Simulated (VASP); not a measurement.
# AlN: band structure with PBE0

**What was measured.**

From “Self-assembly of well-separated AlN nanowires directly on sputtered metallic TiN films”, 2019, arxiv:1910.07391, for a bulk crystal of AlN at 10 K: band gap 6.034 eV (an exciton energy, a little under the gap).

The system is AlN.

```
CELL_PARAMETERS angstrom
3.12787 0.00000 0.00000
-1.56393 2.70881 0.00000
0.00000 0.00000 5.01593
ATOMIC_POSITIONS crystal
Al 0.33333 0.66667 0.99930
Al 0.66667 0.33333 0.49930
N 0.33333 0.66667 0.38070
N 0.66667 0.33333 0.88070
```

```json
{
 "Program": "VASP 6.6.1",
 "Task": "band structure",
 "Functional": "PBE0",
 "Potentials or basis": "VASP PAW PBE potentials, release 64 (Al, N)",
 "Cutoff": "520 eV",
 "k mesh": "6 × 6 × 4",
 "Occupations": "gaussian, width 0.03 eV",
 "Spin": "no spin polarisation",
 "Grid for exact exchange (PRECFOCK)": "Fast",
 "Exchange at q = 0": "truncated",
 "Further INCAR settings": "ALGO = Normal; EDIFF = 1e-06; NBANDS = 16"
}
```

| Quantity | Value |
| --- | --- |
| Pressure | -5.1 GPa |
| Largest force | 0.003 eV/Å |
| Band gap on the k mesh | 6.12 eV, direct |
| Band gap along the path | 6.12 eV, direct |

Forces in eV/Å, atoms in the order of the input:
```
Al   0.000  0.000 -0.003
Al   0.000  0.000 -0.003
N    0.000  0.000  0.003
N    0.000  0.000  0.003
```

Levels at points of the mesh, in eV from the valence-band top:
```csv
k point,band 5,band 6,band 7,band 8,band 9,band 10,band 11,band 12
"(0.00, 0.00, 0.00)",-0.94,-0.22,-0.22,0.00,6.12,8.73,13.08,13.42
"(0.50, 0.00, 0.00)",-3.62,-2.28,-1.88,-0.77,7.86,7.87,10.32,12.71
"(0.00, 0.00, 0.50)",-0.60,-0.60,-0.60,-0.60,8.54,8.54,12.61,12.61
"(0.50, 0.00, 0.50)",-1.60,-1.60,-1.48,-1.48,7.32,7.32,11.44,11.44
```

It took 6 min on 4 MPI ranks on Intel(R) Xeon(R) Platinum 8259CL CPU @ 2.50GHz (Skylake/Cascade Lake), with other jobs on the host, peak memory 0.2 GiB a rank.

A measured gap of AlN is 6.034 eV (an exciton energy, a little under the gap; 10 K; quoted in “Self-assembly of well-separated AlN nanowires directly on sputtered metallic TiN films”, 2019, arxiv:1910.07391); the calculated 6.12 eV misses it by +0.09 eV. 2 values of this kind are on record (6.034 to 6.0343 eV); this one was drawn at random. The value is that of PBE0, without temperature or zero-point motion.

Caveat: the PAW data sets were made with another functional, which shifts forces and pressure a little.
